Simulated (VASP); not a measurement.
# A point defect in InAg2HgF6, part 2 of 5

Aim: the formation energy and local structure of a point defect in InAg2HgF6. The cell takes the structure of Cs2InHgF6 from the Materials Project database, with elements swapped. The cell is invented: it takes the structure of a Materials Project entry for Cs2InHgF6 (space group 225 there), with some of its atoms replaced by other elements, volume scaled by an estimate. It may not be a known or stable phase.

VASP 6.6.1, plane waves and PAW; the level of theory is named at each step.

Still holding for the runs below: The k-mesh is coarse for a metal.

So far. Step 2 (The host at zero pressure): The run ended after 5 ionic steps, 2.740 eV below its first step, once forces and stress met EDIFFG = -0.03. The relaxed cell has a = 8.763 Å (conventional setting).

### Step 3. Relax the host again, on a new basis

Level of this step: r2SCAN; plane waves and PAW (Hg, In, Ag, F); invented cell (VASP).

The volume changed by more than 5 %, so the plane waves of the start no longer fit; a second relaxation removes that error.

Contents of INCAR:

```
SYSTEM = InAg2HgF6
PREC = Normal
ENCUT = 520
EDIFF = 1E-05
NELM = 120
ISMEAR = 0
SIGMA = 0.05
LREAL = Auto
ALGO = Normal
METAGGA = R2SCAN
LASPH = .TRUE.
NBANDS = 49
LORBIT = 11
LWAVE = .FALSE.
LCHARG = .FALSE.
IBRION = 2
NSW = 30
ISIF = 3
EDIFFG = -0.03
POTIM = 0.4
```

Contents of POSCAR:

```
InAg2HgF6
1.0
    0.0000000000      4.3815666543      4.3815666543
    4.3815666543      0.0000000000      4.3815666543
    4.3815666543      4.3815666543      0.0000000000
Hg In Ag F
1 1 2 6
Direct
    0.5000000000      0.5000000000      0.5000000000
    0.0000000000      0.0000000000      0.0000000000
    0.7500000000      0.7500000000      0.7500000000
    0.2500000000      0.2500000000      0.2500000000
    0.7617627479      0.2382372521      0.2382372521
    0.2382372521      0.2382372521      0.7617627479
    0.2382372521      0.7617627479      0.7617627479
    0.2382372521      0.7617627479      0.2382372521
    0.7617627479      0.2382372521      0.7617627479
    0.7617627479      0.7617627479      0.2382372521
```

Contents of KPOINTS:

```
Automatic mesh
0
Gamma
3 3 3
0 0 0
```

The projector-augmented-wave data sets are Hg, In, Ag and F (PBE family, release 64).

On the command line:

```
$ export OMP_NUM_THREADS=5
$ mpirun -np 1 vasp_std
```

Output:

```text
[banner, memory and clock lines left out]
running    1 mpi-ranks, on    1 nodes
 distrk:  each k-point on    1 cores,    1 groups
 distr:  one band on    1 cores,    1 groups
 Offloading initialized ...    1 GPUs detected
 POSCAR found type information on POSCAR HgInAgF
 POSCAR found :  4 types and      10 ions
 [... a notice as in an earlier step ...]

 LDA part: xc-table for (None), standard interpolation
 POSCAR, INCAR and KPOINTS ok, starting setup
 FFT: planning ... GRIDC
 FFT: planning ... GRID_SOFT
 FFT: planning ... GRID
 WAVECAR not read
 entering main loop
       N       E                     dE             d eps       ncg     rms          rms(c)
DAV:   1     0.546660498739E+03    0.54666E+03   -0.42485E+04   392   0.156E+03
DAV:   2    -0.125967486712E+03   -0.67263E+03   -0.63543E+03   437   0.387E+02
DAV:   3    -0.178432611829E+03   -0.52465E+02   -0.51873E+02   461   0.114E+02
DAV:   4    -0.179006826847E+03   -0.57422E+00   -0.57373E+00   413   0.127E+01
DAV:   5    -0.179012481793E+03   -0.56549E-02   -0.56528E-02   448   0.120E+00    0.165E+01
DAV:   6    -0.149346162452E+03    0.29666E+02   -0.21657E+01   411   0.307E+01    0.139E+01
DAV:   7    -0.149320873257E+03    0.25289E-01   -0.30159E+00   432   0.901E+00    0.860E+00
DAV:   8    -0.149370500441E+03   -0.49627E-01   -0.29945E-01   428   0.523E+00    0.247E+00
DAV:   9    -0.149362731378E+03    0.77691E-02   -0.10653E-01   428   0.205E+00    0.549E-01
DAV:  10    -0.149365825397E+03   -0.30940E-02   -0.19571E-02   406   0.792E-01    0.405E-01
DAV:  11    -0.149366325921E+03   -0.50052E-03   -0.75845E-03   392   0.491E-01    0.264E-01
DAV:  12    -0.149366131886E+03    0.19403E-03   -0.60149E-04   392   0.147E-01    0.724E-02
DAV:  13    -0.149366118696E+03    0.13190E-04   -0.24106E-04   428   0.905E-02    0.188E-02
DAV:  14    -0.149366120273E+03   -0.15774E-05   -0.43780E-06   212   0.121E-02
   1 F= -.14936612E+03 E0= -.14936362E+03  d E =-.149366E+03
 curvature:   0.00 expect dE= 0.000E+00 dE for cont linesearch  0.000E+00
 trial: gam= 0.00000 g(F)=  0.190E-04 g(S)=  0.482E-02 ort = 0.000E+00 (trialstep = 0.100E+01)
 search vector abs. value=  0.484E-02
 bond charge predicted
       N       E                     dE             d eps       ncg     rms          rms(c)
DAV:   1    -0.149417965275E+03   -0.51847E-01   -0.99654E-01   404   0.638E+00    0.175E+00
DAV:   2    -0.149371423966E+03    0.46541E-01   -0.18375E-01   426   0.229E+00    0.334E-01
DAV:   3    -0.149369218429E+03    0.22055E-02   -0.55901E-03   410   0.733E-01    0.336E-01
DAV:   4    -0.149368901888E+03    0.31654E-03   -0.12090E-03   419   0.239E-01    0.263E-01
DAV:   5    -0.149368853478E+03    0.48410E-04   -0.60616E-04   436   0.224E-01    0.625E-02
DAV:   6    -0.149368760347E+03    0.93131E-04   -0.20802E-04   497   0.164E-01    0.214E-02
DAV:   7    -0.149368760401E+03   -0.54597E-07   -0.67201E-05   393   0.492E-02
   2 F= -.14936876E+03 E0= -.14936626E+03  d E =-.264013E-02
[...]
3 F= -.14936876E+03 E0= -.14936626E+03  d E =-.264122E-02
 curvature:  -0.51 expect dE=-0.202E-03 dE for cont linesearch -0.128E-06
 trial: gam= 0.07486 g(F)=  0.394E-03 g(S)=  0.305E-05 ort = 0.349E-04 (trialstep = 0.101E+01)
 search vector abs. value=  0.429E-03
 bond charge predicted
       N       E                     dE             d eps       ncg     rms          rms(c)
DAV:   1    -0.149369333105E+03   -0.56931E-03   -0.12603E-01   394   0.207E+00    0.203E-01
DAV:   2    -0.149369097872E+03    0.23523E-03   -0.48838E-03   445   0.365E-01    0.665E-02
DAV:   3    -0.149369065754E+03    0.32118E-04   -0.99589E-05   412   0.816E-02    0.550E-02
DAV:   4    -0.149369058042E+03    0.77119E-05   -0.26170E-05   315   0.402E-02
   4 F= -.14936906E+03 E0= -.14936656E+03  d E =-.296550E-03
 trial-energy change:   -0.000297  1 .order   -0.000283   -0.000402   -0.000163
 step:   1.6916(harm=  1.6916)  dis= 0.00265  next Energy=  -149.369100 (dE=-0.338E-03)
 reached required accuracy - stopping structural energy minimisation
```

Elapsed: 1.9 min, on 1 × NVIDIA H100 80GB HBM3, 81559 MiB with 1 MPI rank of AMD EPYC 7R13 (Zen 3), card shared with another run, shared host; peak memory 1.7 GiB.

From OUTCAR (step 3):

```text
  LATTYP: Found a face centered cubic cell.
 ALAT       =     8.7631333086

The static configuration has the point symmetry O_h .

 Found      4 irreducible k-points:

   ENCUT  =  520.0 eV  38.22 Ry    6.18 a.u.  11.52 11.52 11.52*2*pi/ulx,y,z

   NELECT =      79.0000    total number of electrons

 E-fermi :   2.1931

 k-point     1 :       0.0000    0.0000    0.0000
  band No.  band energies     occupation
    ...
     36      -1.2667      2.00000
     37      -1.2667      2.00000
     38      -0.8725      2.00000
     39      -0.8725      2.00000
     40       0.4890      2.00000
     41       3.8924      0.00000
     42       4.1388      0.00000
     43       7.4822      0.00000
     44       8.4624      0.00000
     45       8.4625      0.00000
    ...

 k-point     2 :       0.3333    0.0000    0.0000
  band No.  band energies     occupation
    ...
     36      -1.1980      2.00000
     37      -1.1980      2.00000
     38      -1.1634      2.00000
     39      -1.1634      2.00000
     40       1.7756      2.00000
     41       3.7354      0.00000
     42       4.4128      0.00000
     43       5.9496      0.00000
     44       8.0470      0.00000
     45       8.0471      0.00000
    ...

  Total        0.0066990      0.0066990      0.0066990     -0.0000000      0.0000000      0.0000000
  in kB        0.0632595      0.0632595      0.0632595     -0.0000000      0.0000000      0.0000000
  external PRESSURE =       0.0632595 kB  Pullay stress =       0.0000000 kB

  energy-cutoff  :      520.00
  volume of cell :      169.67
      direct lattice vectors                 reciprocal lattice vectors
    -0.000000000  4.393942766  4.393942766    -0.113793016  0.113793016  0.113793016
     4.393942766 -0.000000000  4.393942766     0.113793016 -0.113793016  0.113793016
     4.393942766  4.393942766 -0.000000000     0.113793016  0.113793016 -0.113793016

 POSITION                                       TOTAL-FORCE (eV/Angst)
 -----------------------------------------------------------------------------------
      4.39394      4.39394      4.39394        -0.000000     -0.000000      0.000000
      4.39394     -0.00000      4.39394        -0.000000      0.000000      0.000000
      6.59091      6.59091      6.59091        -0.000000      0.000000      0.000000
      2.19697      2.19697      2.19697        -0.000000     -0.000000      0.000000
      2.09239      4.39394      4.39394        -0.016692      0.000000      0.000000
      4.39394      4.39394      2.09239        -0.000000      0.000000     -0.016692
      6.69550      4.39394      4.39394         0.016692      0.000000      0.000000
      4.39394      2.09239      4.39394        -0.000000     -0.016692      0.000000
      4.39394      6.69550      4.39394        -0.000000      0.016692      0.000000
      4.39394      4.39394      6.69550        -0.000000      0.000000      0.016692
 -----------------------------------------------------------------------------------
    total drift:                               -0.000000     -0.000000      0.000000

  FREE ENERGIE OF THE ION-ELECTRON SYSTEM (eV)
  ---------------------------------------------------
  free  energy   TOTEN  =      -149.3690580420 eV

  energy  without entropy=     -149.3640646649  energy(sigma->0) =     -149.36656135

 total charge
# of ion       s       p       d       tot
------------------------------------------
    1        0.448   0.216   9.580  10.244
    2        0.870   1.300   0.634   2.804
    3        0.140   0.028   9.404   9.572
    4        0.140   0.028   9.404   9.572
    5        1.750   4.337   0.000   6.088
    6        1.750   4.337   0.000   6.088
    7        1.750   4.337   0.000   6.088
    8        1.750   4.337   0.000   6.088
    9        1.750   4.337   0.000   6.088
   10        1.750   4.337   0.000   6.088
--------------------------------------------------
tot         12.101  27.596  29.021  68.718

[... 5 parts as in an earlier step ...]

[... 4 further parts left out ...]
```

CONTCAR:

```
InAg2HgF6
    1.000000000000000
    -0.0000000000000000    4.3939427656544252    4.3939427656544252
     4.3939427656544252   -0.0000000000000000    4.3939427656544252
     4.3939427656544252    4.3939427656544252   -0.0000000000000000
  Hg              In              Ag              F
     1     1     2     6
Direct
     0.5000000000000000    0.5000000000000000    0.5000000000000000
     0.0000000000000000    1.0000000000000000    0.0000000000000000
     0.7500000000000000    0.7500000000000000    0.7500000000000000
     0.2500000000000000    0.2500000000000000    0.2500000000000000
     0.7619009917900824    0.2380990082099176    0.2380990082099176
     0.2380990082099176    0.2380990082099176    0.7619009917900824
     0.2380990082099176    0.7619009917900824    0.7619009917900824
     0.2380990082099176    0.7619009917900824    0.2380990082099176
     0.7619009917900824    0.2380990082099176    0.7619009917900824
     0.7619009917900824    0.7619009917900824    0.2380990082099176
```

Relaxation path:

```
step  energy less that of the first step (eV)  largest force (eV/Å)  pressure (GPa)  volume (Å³)
   1                                   0.0000                0.0090            0.61       168.24
   2                                  -0.0026                0.0401            0.03       169.50
   3                                  -0.0026                0.0413            0.02       169.54
   4                                  -0.0029                0.0167            0.01       169.67
```

```
conventional cell, symmetrised  before  after  change
                         a (Å)   8.763  8.788  +0.3 %
                         b (Å)   8.763  8.788  +0.3 %
                         c (Å)   8.763  8.788  +0.3 %
              volume (Å³/atom)   16.82  16.97  +0.8 %
```

The relaxed structure:

```cif
data_structure
_symmetry_space_group_name_H-M 'P 1'
_symmetry_Int_Tables_number 1
_cell_length_a 6.2140
_cell_length_b 6.2140
_cell_length_c 6.2140
_cell_angle_alpha 60.000
_cell_angle_beta 60.000
_cell_angle_gamma 60.000
_cell_volume 169.67
loop_
_atom_site_label
_atom_site_type_symbol
_atom_site_fract_x
_atom_site_fract_y
_atom_site_fract_z
_atom_site_occupancy
Hg1 Hg 0.50000 0.50000 0.50000 1
In2 In 0.00000 0.00000 0.00000 1
Ag3 Ag 0.75000 0.75000 0.75000 1
Ag4 Ag 0.25000 0.25000 0.25000 1
F5 F 0.76190 0.23810 0.23810 1
F6 F 0.23810 0.23810 0.76190 1
F7 F 0.23810 0.76190 0.76190 1
F8 F 0.23810 0.76190 0.23810 1
F9 F 0.76190 0.23810 0.76190 1
F10 F 0.76190 0.76190 0.23810 1
```

This step gave:

```yaml
electronic_cycles: 28
free_energy_toten: -149.3691 eV
energy_at_zero_smearing: -149.3666 eV
fermi_energy: 2.193 eV
```

The run ended after 4 ionic steps, 0.003 eV below its first step, once forces and stress met EDIFFG = -0.03.

(Part 2 of 5 ends here.)

[Lines on the potential files, build, host, timing and source positions are cut from VASP's logs without a mark.]

[Logs are printed without paths, hosts, clocks, repeated set-up lines and the standing remarks that a program may print on its own settings, such as how far it seeks lower states.]

[Hosts, paths, dates, database ids (printed as entryN), source tags and the programs' standing remarks are cut or masked in the printed files.]

[In band tables of VASP the shares of atoms and orbitals are scaled to a sum of 1 inside the atoms' spheres.]

[Runs that stopped without an error message from VASP are left out.]
